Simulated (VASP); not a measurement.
Level of theory: LDA (Ceperley-Alder, Perdew-Zunger), VASP's LDA PAW potentials (set 64) (plane waves; VASP 6.6.1). Each cell was relaxed at this level, without spin-orbit coupling.

Which of these comes out without a gap?
A) LiBr, Fm-3m (225)
B) CuZn, Pm-3m (221)
C) CdS, P6_3mc (186)
D) SrO, Fm-3m (225)

B, CuZn, Pm-3m (221). The others have gaps of 1.05 eV (CdS, P6_3mc (186)), 3.07 eV (SrO, Fm-3m (225)), 5.17 eV (LiBr, Fm-3m (225)).
